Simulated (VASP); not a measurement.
```xyz
5
Lattice="3.8400 0.0000 0.0000 0.0000 3.8400 0.0000 0.0000 0.0000 3.8400" Properties=species:S:1:pos:R:3 pbc="T T T"
Sr     0.0000     0.0000     0.0000
V      1.9200     1.9200     1.9200
O      1.9200     0.0000     1.9200
O      0.0000     1.9200     1.9200
O      1.9200     1.9200     0.0000
```

Method: PBE GGA with D4 dispersion, VASP's PBE PAW potentials (set 64) (plane waves; VASP). Run with 520 eV cut-off, Gaussian smearing of 0.050 eV, potentials Sr_sv V_sv O.

Problem. Predict the band gap (along the path) with the smallest direct gap where there is one.

Solution. 
```yaml
band gap (along the path): none (metal, semimetal or under 0.01 eV)
```

Only differences to runs with the same potentials and settings are physical.

The compound is SrVO3 in the cubic perovskite structure. The cell was not relaxed at this level. The run is not spin-polarised, so no magnetic state was tried. The electron count is odd and the run is not spin-polarised, which forces a metal.
